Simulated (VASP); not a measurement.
OSZICAR of a VASP run on Ba (bcc):

OSZICAR:
```
       N       E                     dE             d eps       ncg     rms          rms(c)
DAV:   1     0.584675108285E+02    0.58468E+02   -0.43343E+03   846   0.912E+02
DAV:   2     0.245968239933E+01   -0.56008E+02   -0.55245E+02  1057   0.150E+02
DAV:   3     0.246913174210E+00   -0.22128E+01   -0.21967E+01  1082   0.352E+01
DAV:   4     0.197308627837E+00   -0.49605E-01   -0.49432E-01  1306   0.448E+00
DAV:   5     0.196997147259E+00   -0.31148E-03   -0.31146E-03  1127   0.266E-01    0.180E+00
DAV:   6     0.197220504886E+00    0.22336E-03   -0.33405E-03  1172   0.694E-01    0.108E+00
DAV:   7     0.195235898068E+00   -0.19846E-02   -0.10060E-02   945   0.125E+00    0.593E-02
DAV:   8     0.194800116452E+00   -0.43578E-03   -0.72342E-04  1106   0.250E-01    0.339E-02
DAV:   9     0.194803249723E+00    0.31333E-05   -0.18322E-05  1282   0.359E-02    0.575E-03
DAV:  10     0.194801519095E+00   -0.17306E-05   -0.41023E-06  1039   0.198E-02    0.215E-03
DAV:  11     0.194801284620E+00   -0.23447E-06   -0.30549E-07   546   0.518E-03
   1 F= 0.19480128E+00 E0= 0.19504670E+00  d E =0.194801E+00
```

Q: Which electronic solver shows in the log?

A: It is blocked Davidson (ALGO = Normal, or the opening steps of other solvers). The INCAR had ALGO = Normal.

Q: Can the final energy be trusted as converged?

A: Self-consistency was reached. It stopped with EDIFF = 1E-6, NELM = 100, NSW = 60 and EDIFFG = -0.01 after 1 ionic step (optB86b-vdW, plane waves, VASP's PBE PAW potentials (set 64)).

The compound is Ba in the bcc structure. It was relaxed first, which changed the volume by -7 %. The start is the result of an earlier pass.
